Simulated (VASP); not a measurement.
Consider the following.

```
CELL_PARAMETERS angstrom
      5.01018     0.00000     0.00000
     -2.50509     4.33894     0.00000
      0.00000     0.00000    14.00000
ATOMIC_POSITIONS crystal
  K  0.66667 0.33333 0.50000
  Cl 0.33333 0.66667 0.50000
```

The numbers are results of PBE GGA, VASP's PBE PAW potentials (set 64) (plane waves; VASP 6.6.1), not measurements. Run with 300 eV cut-off, 8×8×1 Γ-centred mesh, Fermi-Dirac smearing of 0.14 eV, potentials K_sv Cl.

The cell holds a wide vacuum, so values per volume refer to the whole cell.

Give the energies of bands 6 to 11 at the high-symmetry points, in eV from the valence-band maximum.

| band | Γ | M | K |
|---|---|---|---|
| 6 | -0.17 | -0.40 | -0.35 |
| 7 | -0.17 | -0.02 | -0.08 |
| 8 | -0.01 | 0.00 | 0.00 |
| 9 | 4.90 | 6.91 | 6.95 |
| 10 | 6.06 | 6.92 | 7.33 |
| 11 | 6.51 | 7.18 | 7.33 |

The gap is indirect, 4.90 eV, from the valence maximum at M-K at 0.89 to the conduction minimum at Γ.

The cell is a sheet with vacuum, built from a generated structure.
